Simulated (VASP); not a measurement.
```
Yb
1.0
    0.00000     2.74000     2.74000
    2.74000     0.00000     2.74000
    2.74000     2.74000     0.00000
Yb
1
Cartesian
  0.00000   0.00000   0.00000
```

Computed with AM05 GGA, VASP's PBE PAW potentials (set 64) (plane waves; VASP). Numerical set-up: 520 eV cut-off, 10×10×10 Γ-centred mesh, first-order Methfessel-Paxton smearing of 0.10 eV, potentials Yb_2.

The 4f electrons are frozen in the core of the lanthanide potential, so 4f levels, which can set the real gap, and their magnetism are missing. Energy and stress use the plane-wave basis of the starting cell.

Problem. The ions, cell shape and volume are relaxed. Give the cell that the relaxation ends in.

Solution. 
```
Yb
1.0
    0.00000     2.66280     2.66280
    2.66280     0.00000     2.66280
    2.66280     2.66280     0.00000
Yb
1
Direct
  0.00000   0.00000   0.00000
```
Space group Fm-3m (225), at a tolerance of 0.03 Å.

Problem. How do energy and volume change from the first to the last step?

Solution. The energy (σ→0) changes by -13.6 meV/atom and the volume by -8.2 %, in 4 ionic steps.

The compound is Yb in the fcc structure. This run relaxes it. Symmetry was kept, so distortions that lower it aren't found.
